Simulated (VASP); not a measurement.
OSZICAR of a VASP run on TiAl (L1_0):

File OSZICAR:
```
       N       E                     dE             d eps       ncg     rms          rms(c)
DAV:   1     0.878657732553E+02    0.87866E+02   -0.73748E+03  3083   0.136E+03
DAV:   2    -0.895728373809E+01   -0.96823E+02   -0.93960E+02  3122   0.334E+02
DAV:   3    -0.146201074914E+02   -0.56628E+01   -0.53859E+01  4688   0.780E+01
DAV:   4    -0.148385189170E+02   -0.21841E+00   -0.21503E+00  3875   0.136E+01
DAV:   5    -0.148490634983E+02   -0.10545E-01   -0.10539E-01  4518   0.260E+00    0.107E+01
DAV:   6    -0.133795869400E+02    0.14695E+01   -0.11916E+01  3744   0.391E+01    0.341E+00
DAV:   7    -0.132452934642E+02    0.13429E+00   -0.10283E+00  3506   0.110E+01    0.213E+00
DAV:   8    -0.132299768911E+02    0.15317E-01   -0.14640E-01  3474   0.436E+00    0.517E-01
DAV:   9    -0.132287931675E+02    0.11837E-02   -0.27681E-02  3666   0.228E+00    0.266E-01
DAV:  10    -0.132288877250E+02   -0.94558E-04   -0.19849E-03  3715   0.514E-01    0.705E-02
DAV:  11    -0.132288720326E+02    0.15692E-04   -0.56004E-04  3901   0.277E-01    0.507E-02
DAV:  12    -0.132288757359E+02   -0.37033E-05   -0.41270E-05  3499   0.731E-02    0.130E-02
DAV:  13    -0.132288746926E+02    0.10433E-05   -0.11854E-06  2735   0.128E-02    0.895E-03
DAV:  14    -0.132288748342E+02   -0.14163E-06   -0.15595E-06  2703   0.148E-02
   1 F= -.11333034E+02 E0= -.11332737E+02  d E =-.113330E+02
       N       E                     dE             d eps       ncg     rms          rms(c)
DAV:   1    -0.141096933668E+02   -0.88082E+00   -0.21237E+01  3389   0.713E+01    0.884E+00
DAV:   2    -0.131600893873E+02    0.94960E+00   -0.60866E+00  3492   0.331E+01    0.201E+00
DAV:   3    -0.130731684132E+02    0.86921E-01   -0.56873E-01  3562   0.745E+00    0.803E-01
DAV:   4    -0.130789467367E+02   -0.57783E-02   -0.15362E-01  3580   0.342E+00    0.548E-01
DAV:   5    -0.130885359067E+02   -0.95892E-02   -0.15312E-02  3967   0.122E+00    0.286E-01
DAV:   6    -0.130970967229E+02   -0.85608E-02   -0.16715E-02  4762   0.728E-01    0.175E-01
DAV:   7    -0.130982405854E+02   -0.11439E-02   -0.16168E-03  3636   0.353E-01    0.163E-02
DAV:   8    -0.130983007238E+02   -0.60138E-04   -0.36361E-04  4226   0.116E-01    0.398E-02
DAV:   9    -0.130983548815E+02   -0.54158E-04   -0.11423E-04  3554   0.100E-01    0.624E-03
DAV:  10    -0.130983564653E+02   -0.15838E-05   -0.17780E-05  4030   0.265E-02    0.592E-03
DAV:  11    -0.130983564578E+02    0.75174E-08   -0.43410E-07  1849   0.802E-03
   2 F= -.11330585E+02 E0= -.11330115E+02  d E =0.244887E-02
       N       E                     dE             d eps       ncg     rms          rms(c)
DAV:   1    -0.134835471782E+02   -0.38519E+00   -0.58735E+00  3414   0.389E+01    0.513E+00
DAV:   2    -0.132296910185E+02    0.25386E+00   -0.26793E+00  3745   0.203E+01    0.132E+00
DAV:   3    -0.131722286577E+02    0.57462E-01   -0.30746E-01  3574   0.568E+00    0.310E-01
DAV:   4    -0.131757347825E+02   -0.35061E-02   -0.32044E-02  3595   0.129E+00    0.232E-01
DAV:   5    -0.131803365786E+02   -0.46018E-02   -0.71632E-03  4230   0.642E-01    0.205E-01
DAV:   6    -0.131821256552E+02   -0.17891E-02   -0.47774E-03  4425   0.494E-01    0.495E-02
DAV:   7    -0.131822427598E+02   -0.11710E-03   -0.31557E-04  3827   0.155E-01    0.141E-02
DAV:   8    -0.131822587799E+02   -0.16020E-04   -0.40756E-05  4381   0.473E-02    0.848E-03
DAV:   9    -0.131822607399E+02   -0.19600E-05   -0.98747E-06  4032   0.258E-02    0.249E-03
DAV:  10    -0.131822608904E+02   -0.15049E-06   -0.79744E-07  2170   0.807E-03
   3 F= -.11349479E+02 E0= -.11349090E+02  d E =-.164450E-01
```

### Question
Which electronic solver shows in the log?

### Answer
It is blocked Davidson (ALGO = Normal, or the opening steps of other solvers). The INCAR had ALGO = Normal.

### Question
Can the final energy be trusted as converged?

### Answer
The calculation finished and met its thresholds. It stopped with EDIFF = 1E-6, NELM = 100, NSW = 40 and EDIFFG = -0.02 after 3 ionic steps (PBEsol GGA, plane waves, VASP's PBE PAW potentials (set 64)). Energy and stress use the plane-wave basis of the starting cell.

The compound is TiAl in the L1_0 structure. This run relaxes it under an external pressure of 10 GPa. Symmetry was kept, so distortions that lower it aren't found. The electron count is odd and the run is not spin-polarised, which forces a metal.
